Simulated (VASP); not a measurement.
HfN (rock salt) is relaxed at rising pressure, each step from the one before. Symmetry mostly holds the structure type, and other phases were not tried. The mesh follows the cell, and a change of mesh leaves a small step in the series.

Consider the following.

Space group Fm-3m (No. 225); a = b = c = 4.4905 Å, α = β = γ = 90.00°

| atom | site | symmetry | x | y | z |
|---|---|---|---|---|---|
| Hf | 4a | m-3m | 0.0000 | 0.0000 | 0.0000 |
| N | 4b | m-3m | 0.5000 | 0.5000 | 0.5000 |
(The calculation used a cell of 2 atoms; values per cell refer to that cell.)

Calculation: PBEsol GGA, VASP's PBE PAW potentials (set 64) (plane waves; VASP 6.6.1). Numerical set-up: 620 eV cut-off, 14×14×14 Γ-centred mesh, first-order Methfessel-Paxton smearing of 0.10 eV, potentials Hf_pv N.

Unless said otherwise, spin-orbit coupling is left out, though it shifts the bands of the heavy elements here.

```
P (GPa)  V (Å³/atom)  H − H(0) (eV/atom)  space group  gap on the mesh (eV)    k-mesh
-------  -----------  ------------------  -----------  --------------------  --------
0              11.32               0.000        Fm-3m                  0.00  14×14×14
5                  …                   …        Fm-3m                  0.00  14×14×14
10             10.96               0.695        Fm-3m                  0.00  14×14×14
20             10.66               1.370        Fm-3m                  0.00  14×14×14
30             10.39               2.027        Fm-3m                  0.00  14×14×14
45                 …                   …        Fm-3m                  0.00  15×15×15
```

Task: Complete the blanks.

Result: 
- 45, V (Å³/atom): 10.05
- 45, H − H(0) (eV/atom): 2.981
- 5, V (Å³/atom): 11.13
- 5, H − H(0) (eV/atom): 0.350

Pressures at which the relaxation failed are left out.

The compound is HfN in the rock salt structure. The electron count is odd and the run is not spin-polarised, which forces a metal.
